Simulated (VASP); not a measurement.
Calculation: LDA (Ceperley-Alder, Perdew-Zunger), VASP's LDA PAW potentials (set 64) (plane waves; VASP).

VASP input:

INCAR:
```
SYSTEM = SrTiO3
PREC = Accurate
ENCUT = 520
EDIFF = 1E-7
NELM = 100
ALGO = Normal
LREAL = .FALSE.
LASPH = .TRUE.
ISMEAR = -5
LMAXMIX = 4
LWAVE = .FALSE.
LCHARG = .TRUE.
LORBIT = 11
NEDOS = 601
ISIF = 2
LEFG = .TRUE.
```

**POSCAR**
```
SrTiO3
3.8621990
  1.0000000018   0.0000000000   0.0000000000
  0.0000000000   1.0000000018   0.0000000000
  0.0000000000   0.0000000000   1.0000000018
Sr Ti O
1 1 3
Cart
  0.0000000000   0.0000000000   0.0000000000
  0.5000000009   0.5000000009   0.5000000009
  0.5000000009   0.0000000000   0.5000000009
  0.0000000000   0.5000000009   0.5000000009
  0.5000000009   0.5000000009   0.0000000000
```

### KPOINTS
```
K-points
0
gamma
7 7 7
0 0 0
```

POTCAR, in this order: Sr_sv Ti_sv O (LDA.64 set). Program: vasp_std.

What VASP printed:

### OSZICAR
```
       N       E                     dE             d eps       ncg     rms          rms(c)
DAV:   1     0.448102164489E+03    0.44810E+03   -0.21990E+04   960   0.187E+03
DAV:   2    -0.980457905733E+01   -0.45791E+03   -0.45009E+03  1144   0.508E+02
DAV:   3    -0.522492183600E+02   -0.42445E+02   -0.42339E+02  1424   0.147E+02
DAV:   4    -0.540277064207E+02   -0.17785E+01   -0.17779E+01  1344   0.268E+01
DAV:   5    -0.540838483887E+02   -0.56142E-01   -0.56140E-01  1344   0.378E+00    0.286E+01
DAV:   6    -0.443107621104E+02    0.97731E+01   -0.64299E+01  1432   0.758E+01    0.183E+01
DAV:   7    -0.442737854186E+02    0.36977E-01   -0.85635E+00  1120   0.235E+01    0.116E+01
DAV:   8    -0.442792806998E+02   -0.54953E-02   -0.20030E+00  1248   0.154E+01    0.308E+00
DAV:   9    -0.441808417394E+02    0.98439E-01   -0.50776E-01  1184   0.762E+00    0.871E-01
DAV:  10    -0.441844735555E+02   -0.36318E-02   -0.11909E-01  1352   0.253E+00    0.758E-01
DAV:  11    -0.441784786125E+02    0.59949E-02   -0.72754E-02  1416   0.213E+00    0.269E-01
DAV:  12    -0.441776541365E+02    0.82448E-03   -0.46542E-03  1264   0.748E-01    0.834E-02
DAV:  13    -0.441776175378E+02    0.36599E-04   -0.57165E-04  1288   0.167E-01    0.336E-02
DAV:  14    -0.441776207148E+02   -0.31770E-05   -0.51848E-05  1504   0.595E-02    0.133E-02
DAV:  15    -0.441776190734E+02    0.16414E-05   -0.10459E-05  1352   0.309E-02    0.378E-03
DAV:  16    -0.441776189827E+02    0.90722E-07   -0.13242E-06  1200   0.972E-03    0.437E-03
DAV:  17    -0.441776188162E+02    0.16642E-06   -0.84178E-07  1320   0.120E-02    0.817E-04
DAV:  18    -0.441776188219E+02   -0.56680E-08   -0.64275E-08   592   0.198E-03
   1 F= -.44177619E+02 E0= -.44177619E+02  d E =0.000000E+00
```

**OUTCAR**
```
------------------------ aborting loop because EDIFF is reached ----------------------------------------
  FORCE on cell =-STRESS in cart. coord.  units (eV):
  Direction    XX          YY          ZZ          XY          YZ          ZX
  --------------------------------------------------------------------------------------
  Total       -0.0542736     -0.0542736     -0.0542736      0.0000000      0.0000000      0.0000000
  in kB       -1.5093691     -1.5093691     -1.5093691      0.0000000      0.0000000      0.0000000
  external PRESSURE =      -1.5093691 kB  Pullay stress =       0.0000000 kB
  volume of cell :       57.61
      direct lattice vectors                 reciprocal lattice vectors
     3.862199007  0.000000000  0.000000000     0.258919853  0.000000000  0.000000000
     0.000000000  3.862199007  0.000000000     0.000000000  0.258919853  0.000000000
     0.000000000  0.000000000  3.862199007     0.000000000  0.000000000  0.258919853
 POSITION                                       TOTAL-FORCE (eV/Angst)
 -----------------------------------------------------------------------------------
      0.00000      0.00000      0.00000         0.000000      0.000000      0.000000
      1.93110      1.93110      1.93110         0.000000      0.000000      0.000000
      1.93110      0.00000      1.93110         0.000000      0.000000      0.000000
      0.00000      1.93110      1.93110         0.000000      0.000000      0.000000
      1.93110      1.93110      0.00000         0.000000      0.000000      0.000000
 -----------------------------------------------------------------------------------
    total drift:                                0.000000      0.000000     -0.000000
  FREE ENERGIE OF THE ION-ELECTRON SYSTEM (eV)
  ---------------------------------------------------
  free  energy   TOTEN  =       -44.1776188219 eV

  energy  without entropy=      -44.1776188219  energy(sigma->0) =      -44.17761882

 total charge

# of ion       s       p       d       tot
------------------------------------------
    1        2.000   5.789   0.222   8.011
    2        2.245   6.354   1.829  10.429
    3        1.554   3.485   0.000   5.040
    4        1.554   3.485   0.000   5.040
    5        1.554   3.485   0.000   5.040
--------------------------------------------------
tot          8.908  22.600   2.052  33.559

 Electric field gradients after diagonalization (V/A^2)
 (convention: |V_zz| > |V_xx| > |V_yy|)
----------------------------------------------------------------------
 ion       V_xx      V_yy      V_zz     asymmetry (V_yy - V_xx)/ V_zz
----------------------------------------------------------------------
   1       0.000     0.000     0.000      -0.187
   2      -0.000     0.000    -0.000      -0.761
   3      -2.037    -2.037     4.074       0.000
   4      -2.037    -2.037     4.074       0.000
   5      -2.037    -2.037     4.074       0.000
```
(Selected blocks of OUTCAR.)

The compound is SrTiO3 in the cubic perovskite structure, the ideal cubic form; the compound distorts at low or room temperature. It was relaxed first.
